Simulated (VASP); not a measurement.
Level of theory: RPBE GGA, VASP's PBE PAW potentials (set 64) (plane waves; VASP).

VASP ran on this input.

### INCAR
```
SYSTEM = PbSe
PREC = Accurate
ENCUT = 520
EDIFF = 1E-7
NELM = 100
ALGO = Normal
LREAL = .FALSE.
LASPH = .TRUE.
ISMEAR = 0
SIGMA = 0.05
GGA = RP
LMAXMIX = 4
LWAVE = .FALSE.
LCHARG = .FALSE.
ISIF = 2
```

File KPOINTS:
```
Automatic mesh
0
Gamma
7 7 7
0 0 0
```

POSCAR:
```
PbSe
1
    0.0000000000     3.0828476741     3.0828476741
    3.0828476741     0.0000000000     3.0828476741
    3.0828476741     3.0828476741     0.0000000000
Pb Se
1 1
Direct
  0.0000000000   0.0000000000   0.0000000000
  0.5000000000   0.5000000000   0.5000000000
```

POTCAR, in this order: Pb_d Se (PBE.64 set). Program: vasp_std.

What VASP printed:

OSZICAR:
```
       N       E                     dE             d eps       ncg     rms          rms(c)
DAV:   1     0.161574927692E+03    0.16157E+03   -0.96356E+03   560   0.145E+03
DAV:   2     0.501065882844E+01   -0.15656E+03   -0.15321E+03   584   0.354E+02
DAV:   3    -0.748028800120E+01   -0.12491E+02   -0.12445E+02   746   0.104E+02
DAV:   4    -0.777266953988E+01   -0.29238E+00   -0.29225E+00   626   0.193E+01
DAV:   5    -0.778316366029E+01   -0.10494E-01   -0.10494E-01   784   0.347E+00    0.288E+00
DAV:   6    -0.748744177888E+01    0.29572E+00   -0.78089E-01   768   0.674E+00    0.167E+00
DAV:   7    -0.748611251613E+01    0.13293E-02   -0.14441E-01   642   0.213E+00    0.922E-01
DAV:   8    -0.749321741202E+01   -0.71049E-02   -0.18738E-02   590   0.173E+00    0.183E-01
DAV:   9    -0.749281252744E+01    0.40488E-03   -0.30396E-03   868   0.659E-01    0.632E-02
DAV:  10    -0.749300733266E+01   -0.19481E-03   -0.40111E-04   578   0.134E-01    0.232E-02
DAV:  11    -0.749304308956E+01   -0.35757E-04   -0.17272E-04   628   0.143E-01    0.109E-02
DAV:  12    -0.749304344403E+01   -0.35448E-06   -0.92110E-06   698   0.213E-02    0.419E-03
DAV:  13    -0.749304413787E+01   -0.69384E-06   -0.24365E-06   614   0.106E-02    0.168E-03
DAV:  14    -0.749304423823E+01   -0.10036E-06   -0.19621E-07   622   0.450E-03    0.114E-03
DAV:  15    -0.749304425676E+01   -0.18525E-07   -0.63378E-08   418   0.279E-03
   1 F= -.74930443E+01 E0= -.74930443E+01  d E =-.294454E-11
```

OUTCAR:
```
------------------------ aborting loop because EDIFF is reached ----------------------------------------
  FORCE on cell =-STRESS in cart. coord.  units (eV):
  Direction    XX          YY          ZZ          XY          YZ          ZX
  --------------------------------------------------------------------------------------
  Total        1.0773518      1.0773518      1.0773518      0.0000000      0.0000000      0.0000000
  in kB       29.4565539     29.4565539     29.4565539      0.0000000      0.0000000      0.0000000
  external PRESSURE =      29.4565539 kB  Pullay stress =       0.0000000 kB
  volume of cell :       58.60
      direct lattice vectors                 reciprocal lattice vectors
     0.000000000  3.082847674  3.082847674    -0.162187709  0.162187709  0.162187709
     3.082847674  0.000000000  3.082847674     0.162187709 -0.162187709  0.162187709
     3.082847674  3.082847674  0.000000000     0.162187709  0.162187709 -0.162187709
  FREE ENERGIE OF THE ION-ELECTRON SYSTEM (eV)
  ---------------------------------------------------
  free  energy   TOTEN  =        -7.4930442568 eV

  energy  without entropy=       -7.4930442568  energy(sigma->0) =       -7.49304426
```
(Selected blocks of OUTCAR.)

The compound is PbSe in the rock salt structure. This cell is one point of a volume scan, at 0.94 of the reference volume.
